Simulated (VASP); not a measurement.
Here is the system:

```
ZnSe
1.0
    0.00000     2.86985     2.86985
    2.86985     0.00000     2.86985
    2.86985     2.86985     0.00000
Zn Se
1 1
Direct
  0.00000   0.00000   0.00000
  0.25000   0.25000   0.25000
```

All values below come from PBE GGA, VASP's PBE PAW potentials (set 64) (plane waves; VASP 6.6.1). Run with 520 eV cut-off, Gaussian smearing of 0.050 eV, potentials Zn Se.

Problem. Estimate the band gap (along the path) with the smallest direct gap where there is one.

Solution. 
```
Property                               Result
------------------------------------  -------
band gap (along the path)             1.14 eV
smallest direct gap (along the path)  1.14 eV
```

Only differences to runs with the same potentials and settings are physical.

The compound is ZnSe in the zinc blende structure. It was relaxed first.
